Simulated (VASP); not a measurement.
# Bi2Te3 (Tellurobismuthite) (R-3m) in VASP: a series of runs, part 2 of 2

VASP 6.6.1. Earlier steps stand in the parts before.

### 3 Relaxation of cell and atoms, PBE

This run uses another cell than the first one, of 36.32 Å³/atom, 1.072 times its volume.

INCAR

```
SYSTEM = Bi2Te3
  PREC = Accurate
  ENCUT = 600
  EDIFF = 1E-7
  ISMEAR = 0
  SIGMA = 0.03
  LREAL = .False.
  LASPH = .True.
  NELM = 80
  ALGO = Normal
  ISIF = 3
  LWAVE = .False.
  LCHARG = .False.
  GGA = PE
  IBRION = 2
  NSW = 90
  EDIFFG = -0.005
  KPAR = 2
```

KPOINTS

```
regular mesh
0
Gamma
  7 7 7
  0 0 0
```

POSCAR

```
Bi2Te3                                  
1.0
    2.2251488847      1.2846903075     10.5880270636
   -2.2251488847      1.2846903075     10.5880270636
    0.0000000000     -2.5693806152     10.5880270636
  Bi              Te            
     2     3
Direct
     0.3979722740580187    0.3979722740580187    0.3979722740580185
     0.6020277259419816    0.6020277259419816    0.6020277259419816
     0.0000000000000000    0.0000000000000000    0.0000000000000000
     0.2144917540863241    0.2144917540863241    0.2144917540863238
     0.7855082459136759    0.7855082459136759    0.7855082459136763
```

Potentials or basis: VASP PAW PBE potentials, release 64 (Bi_d, Te).

Command:

```
$ cat potpaw_PBE.64/Bi_d/POTCAR potpaw_PBE.64/Te/POTCAR > POTCAR
$ mpirun -np 2 vasp_std > vasp.out
```

OUTCAR:

```text
SYSTEM = Bi2Te3
   PREC = Accurate
   ENCUT = 600
   EDIFF = 1E-7
   ISMEAR = 0
   LREAL = .False.
   LASPH = .True.
   NELM = 80
   ISIF = 3
   GGA = PE
   IBRION = 2
   NSW = 90
   EDIFFG = -0.005

 ion  position               nearest neighbor table
   1  0.398  0.398  0.398-   5 3.09   5 3.09   5 3.09   3 3.29   3 3.29   3 3.29
   2  0.602  0.602  0.602-   4 3.09   4 3.09   4 3.09   3 3.29   3 3.29   3 3.29
   3  0.000  0.000  0.000-   2 3.29   1 3.29   2 3.29   2 3.29   1 3.29   1 3.29
   4  0.214  0.214  0.214-   2 3.09   2 3.09   2 3.09
   5  0.786  0.786  0.786-   1 3.09   1 3.09   1 3.09

  LATTYP: Found a trigonal (rhomboedric) cell.
 ALAT       =    10.8953216494
 COS(alpha) =     0.9165804133

  Lattice vectors:

 A1 = (   2.2251488847,   1.2846903075,  10.5880270636)
 A2 = (  -2.2251488847,   1.2846903075,  10.5880270636)
[... 270 lines left out ...]
  free energy    TOTEN  =       -18.39998415 eV

  energy without entropy =      -18.39998415  energy(sigma->0) =      -18.39998415

 E-fermi :   5.3710     XC(G=0):  -8.9811

 val. band max:        5.1887913371   @ k =   0.0000   0.0000   0.0000
 cond. band min:       5.6458133459   @ k =   0.0000   0.0000   0.0000
 fundamental gap:      0.4570220088
 Fermi energy:         5.3709752450

 k-point     1 :       0.0000    0.0000    0.0000
  band No.  band energies     occupation
      1     -17.7953      2.00000
      2     -17.7953      2.00000
      3     -17.7941      2.00000
      4     -17.7941      2.00000
      5     -17.7901      2.00000
      6     -17.7890      2.00000
[... 733 lines left out ...]
     27       7.1600      0.00000
     28       7.6062      0.00000

 [... further k-points ...]

------------------------ aborting loop because EDIFF is reached ----------------------------------------

  FORCE on cell =-STRESS in cart. coord.  units (eV):
  Direction    XX          YY          ZZ          XY          YZ          ZX
  --------------------------------------------------------------------------------------
  -------------------------------------------------------------------------------------
  Total        0.0070950      0.0070950      0.0163316      0.0000000     -0.0000000      0.0000000
  in kB        0.0626177      0.0626177      0.1441363      0.0000000     -0.0000000      0.0000000
  external PRESSURE =       0.0897906 kB  Pullay stress =       0.0000000 kB
[... 20 lines left out ...]
  FREE ENERGIE OF THE ION-ELECTRON SYSTEM (eV)
  ---------------------------------------------------
  free  energy   TOTEN  =       -18.3999841531 eV

  energy  without entropy=      -18.3999841531  energy(sigma->0) =      -18.39998415

 reached required accuracy - stopping structural energy minimisation
```

CONTCAR:

```text
Bi2Te3
   1.00000000000000
     2.2246979878068287    1.2844299820573628   10.5884677549506527
    -2.2246979878068287    1.2844299820573628   10.5884677549506527
     0.0000000000000000   -2.5688599643146932   10.5884677549506527
  Bi              Te
     2     3
Direct
     0.3979507914821087    0.3979507914821087    0.3979507914821087
     0.6020492085178913    0.6020492085178913    0.6020492085178913
     0.0000000000000000    0.0000000000000000    0.0000000000000000
     0.2144980708874747    0.2144980708874747    0.2144980708874747
     0.7855019291125254    0.7855019291125254    0.7855019291125254

  0.00000000E+00  0.00000000E+00  0.00000000E+00
  0.00000000E+00  0.00000000E+00  0.00000000E+00
  0.00000000E+00  0.00000000E+00  0.00000000E+00
  0.00000000E+00  0.00000000E+00  0.00000000E+00
  0.00000000E+00  0.00000000E+00  0.00000000E+00
```

Wall time 20 min (2 MPI ranks of Intel Xeon 6975P-C (Granite Rapids), shared host); peak memory 1.6 GiB.

What came out:

```
Free energy                            : -18.4000 eV
Relaxed volume                         : 36.31 Å³/atom
Relaxed cell                           : a = 10.896 Å, b = 10.896 Å, c = 10.896 Å, α = 23.56°, β = 23.56°, γ = 23.56°
Space group after relaxing (to 0.05 Å) : R-3m (No. 166)
Energy gained by relaxing              : 0.0 meV/atom
Ionic steps                            : 3
Pressure after relaxing                : 0.0 GPa
Largest force after relaxing           : 0.005 eV/Å
Band gap on the k mesh                 : 0.46 eV, direct
```

Forces on the atoms (eV/Å):
```
Bi   0.000  0.000 -0.005
Bi   0.000  0.000  0.005
Te   0.000  0.000  0.000
Te   0.000  0.000  0.003
Te   0.000  0.000 -0.003
```

Final structure:
```
Bi Te
1.0
     2.22470    1.28443   10.58847
    -2.22470    1.28443   10.58847
     0.00000   -2.56886   10.58847
Bi Te
2 3
Direct
  0.39795 0.39795 0.39795
  0.60205 0.60205 0.60205
  0.00000 0.00000 0.00000
  0.21450 0.21450 0.21450
  0.78550 0.78550 0.78550
```

Levels at points of the mesh, in eV from the valence-band top:
```tsv
k point	band 21	band 22	band 23	band 24	band 25	band 26	band 27	band 28
(0.00, 0.00, 0.00)	-1.35	-0.65	-0.65	0.00	0.46	1.02	1.02	2.01
```

Caveat: spin-orbit coupling is left out, which as a rule narrows the gap of such compounds by several tenths of an eV; an odd mesh through Γ misses points on the zone boundary, where band edges often lie.
